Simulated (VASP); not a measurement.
Here is the system:

```xyz
2
Lattice="0.0000 2.7250 2.7250 2.7250 0.0000 2.7250 2.7250 2.7250 0.0000" Properties=species:S:1:pos:R:3 pbc="T T T"
Ga     0.0000     0.0000     0.0000
P      4.0875     4.0875     4.0875
```

Level of theory: r2SCAN meta-GGA, VASP's PBE PAW potentials (set 64) (plane waves; VASP 6.6.1). Settings: PREC = Normal, EDIFF = 1E-5, 400 eV cut-off, 9×9×9 Γ-centred mesh, Gaussian smearing of 0.050 eV, potentials Ga_d P.

Q: What does the run give for the energy per atom (σ→0)?

A: 
```yaml
energy per atom (σ→0): -10.731 eV/atom
```

The absolute energy has meaning only against runs of the same code, potentials and settings.

The compound is GaP in the zinc blende structure. The cell was not relaxed at this level.
